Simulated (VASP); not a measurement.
Given:

```yaml
crystal:
  lattice:
    - [0.00000, 2.68293, 2.68293]
    - [2.68293, 0.00000, 2.68293]
    - [2.68293, 2.68293, 0.00000]
  atoms:
    - { symbol: K, position: [0.00000, 0.00000, 0.00000] }
    - { symbol: F, position: [0.50000, 0.50000, 0.50000] }
```

All values below come from HSEsol screened hybrid, VASP's PBE PAW potentials (set 64) (plane waves; VASP). Run with 520 eV cut-off, 6×6×6 Γ-centred mesh, Gaussian smearing of 0.050 eV, potentials K_sv F.

### Question
Give the stress tensor in GPa (positive for a compressed cell).

### Answer

```
-1.37   0.00   0.00
 0.00  -1.37   0.00
 0.00   0.00  -1.37
```
The pressure is its mean diagonal, -1.37 GPa.

The compound is KF in the rock salt structure. This cell is one point of a volume scan, at 0.97 of the reference volume. The cell's shape comes from a PBE relaxation.
